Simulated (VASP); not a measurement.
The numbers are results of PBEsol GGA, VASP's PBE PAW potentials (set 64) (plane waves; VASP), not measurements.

Input for VASP

### POSCAR
```
Ni3Si
1
    3.3076169245     0.0000000000     0.0000000000
   -0.0000000000     3.3076169245     0.0000000000
   -0.0000000000    -0.0000000000     3.3076169245
Si Ni
1 3
Direct
  0.0000000000   0.0000000000   0.0000000000
  0.0000000000   0.5000000000   0.5000000000
  0.5000000000   0.0000000000   0.5000000000
  0.5000000000   0.5000000000   0.0000000000
```

KPOINTS:
```
Automatic mesh
0
gamma
 9 9 9
```

### INCAR
```
! general
SYSTEM   =  Ni3Si
PREC     =  Accurate
ENCUT    =  500   ! plane-wave cut-off (eV)
LREAL    =  .False.   ! projection in real space or not
LASPH    =  .True.   ! aspherical one-centre terms

! electronic loop
EDIFF    =  1E-6   ! SCF stop (eV)
NELM     =  100   ! most electronic steps
ALGO     =  Normal   ! blocked Davidson
LMAXMIX  =  4

! smearing
ISMEAR   =  1   ! Methfessel-Paxton
SIGMA    =  0.1   ! width (eV)

! functional
GGA      =  PS   ! PBEsol

! ions
IBRION   =  2
NSW      =  40   ! most ionic steps
ISIF     =  3
EDIFFG   =  -0.02   ! ionic stop
PSTRESS  =  450

! output
LWAVE    =  .False.
LCHARG   =  .False.
```

POTCAR, in this order: Si Ni (PBE.64 set). Program: vasp_std.

The run wrote:

OUTCAR:
```
 ion  position               nearest neighbor table
   1  0.000  0.000  0.000-   2 2.34   3 2.34   4 2.34   2 2.34   3 2.34   2 2.34   4 2.34   2 2.34
                             3 2.34   4 2.34   3 2.34   4 2.34
   2  0.000  0.500  0.500-   1 2.34   3 2.34   4 2.34   1 2.34   4 2.34   1 2.34   3 2.34   1 2.34
                             3 2.34   4 2.34   4 2.34   3 2.34
   3  0.500  0.000  0.500-   1 2.34   2 2.34   4 2.34   1 2.34   4 2.34   2 2.34   4 2.34   4 2.34
                             1 2.34   2 2.34   1 2.34   2 2.34
   4  0.500  0.500  0.000-   1 2.34   2 2.34   3 2.34   2 2.34   3 2.34   1 2.34   3 2.34   3 2.34
                             1 2.34   2 2.34   2 2.34   1 2.34
  LATTYP: Found a simple cubic cell.
 ALAT       =     3.3076169245
 Subroutine PRICEL returns:
 Original cell was already a primitive cell.
 Subroutine GETGRP returns: Found 48 space group operations
The static configuration has the point symmetry O_h .
The dynamic configuration has the point symmetry O_h .
 Subroutine INISYM returns: Found 48 space group operations
 Subroutine IBZKPT returns following result:
 Found     35 irreducible k-points:

 Following reciprocal coordinates:
            Coordinates               Weight
  0.000000  0.000000  0.000000      1.000000
  0.111111  0.000000  0.000000      6.000000
  0.222222  0.000000  0.000000      6.000000
  0.333333  0.000000  0.000000      6.000000
  0.444444  0.000000  0.000000      6.000000
  0.111111  0.111111  0.000000     12.000000
  0.222222  0.111111  0.000000     24.000000
  0.333333  0.111111  0.000000     24.000000
  0.444444  0.111111  0.000000     24.000000
  0.222222  0.222222  0.000000     12.000000
  0.333333  0.222222  0.000000     24.000000
  0.444444  0.222222  0.000000     24.000000
  0.333333  0.333333  0.000000     12.000000
  0.444444  0.333333  0.000000     24.000000
  0.444444  0.444444  0.000000     12.000000
  0.111111  0.111111  0.111111      8.000000
  0.222222  0.111111  0.111111     24.000000
  0.333333  0.111111  0.111111     24.000000
...
```

**OSZICAR**
```
       N       E                     dE             d eps       ncg     rms          rms(c)
DAV:   1     0.198637561339E+03    0.19864E+03   -0.15455E+04  1502   0.218E+03
DAV:   2    -0.191063466634E+02   -0.21774E+03   -0.20934E+03  1470   0.376E+02
DAV:   3    -0.297790171314E+02   -0.10673E+02   -0.10362E+02  1578   0.113E+02
DAV:   4    -0.300104003237E+02   -0.23138E+00   -0.23005E+00  1767   0.148E+01
DAV:   5    -0.300188163774E+02   -0.84161E-02   -0.84032E-02  1785   0.269E+00    0.256E+01
DAV:   6    -0.282940883960E+02    0.17247E+01   -0.52370E+01  1691   0.124E+02    0.141E+01
DAV:   7    -0.257858744735E+02    0.25082E+01   -0.14117E+01  1628   0.657E+01    0.613E+00
DAV:   8    -0.256603738548E+02    0.12550E+00   -0.57282E-01  1772   0.797E+00    0.159E+00
DAV:   9    -0.256436664807E+02    0.16707E-01   -0.28409E-02  2118   0.238E+00    0.600E-01
DAV:  10    -0.256412208894E+02    0.24456E-02   -0.36474E-03  1939   0.513E-01    0.161E-01
DAV:  11    -0.256411196722E+02    0.10122E-03   -0.42396E-04  2130   0.257E-01    0.522E-02
DAV:  12    -0.256411067350E+02    0.12937E-04   -0.60495E-05  1669   0.989E-02    0.148E-02
DAV:  13    -0.256411069666E+02   -0.23163E-06   -0.57973E-06  1642   0.198E-02
   1 F= -.15477507E+02 E0= -.15477728E+02  d E =-.154775E+02
```

### OUTCAR
```
------------------------ aborting loop because EDIFF is reached ----------------------------------------
  FORCE on cell =-STRESS in cart. coord.  units (eV):
  Direction    XX          YY          ZZ          XY          YZ          ZX
  --------------------------------------------------------------------------------------
  Total       10.1279644     10.1279644     10.1279644      0.0000000     -0.0000000      0.0000000
  in kB      448.4222264    448.4222264    448.4222264      0.0000000     -0.0000000      0.0000000
  external PRESSURE =      -1.5777736 kB  Pullay stress =     450.0000000 kB
  volume of cell :       36.19
      direct lattice vectors                 reciprocal lattice vectors
     3.307616924  0.000000000  0.000000000     0.302332472  0.000000000  0.000000000
     0.000000000  3.307616924  0.000000000     0.000000000  0.302332472  0.000000000
     0.000000000  0.000000000  3.307616924     0.000000000  0.000000000  0.302332472
 POSITION                                       TOTAL-FORCE (eV/Angst)
 -----------------------------------------------------------------------------------
      0.00000      0.00000      0.00000         0.000000      0.000000      0.000000
      0.00000      1.65381      1.65381         0.000000      0.000000      0.000000
      1.65381      0.00000      1.65381         0.000000      0.000000      0.000000
      1.65381      1.65381      0.00000         0.000000      0.000000      0.000000
 -----------------------------------------------------------------------------------
    total drift:                                0.000000     -0.000000     -0.000000
  FREE ENERGIE OF THE ION-ELECTRON SYSTEM (eV)
  ---------------------------------------------------
  free  energy   TOTEN  =       -25.6411069666 eV

  energy  without entropy=      -25.6417687310  energy(sigma->0) =      -25.64132755
  enthalpy is  TOTEN    =       -15.4775073590 eV   P V=       10.1635996076

 reached required accuracy - stopping structural energy minimisation
```
(Selected blocks of OUTCAR.)

The compound is Ni3Si in the L1_2 structure. It was relaxed first under an external pressure of 45 GPa. The run is not spin-polarised, so no magnetic state was tried.
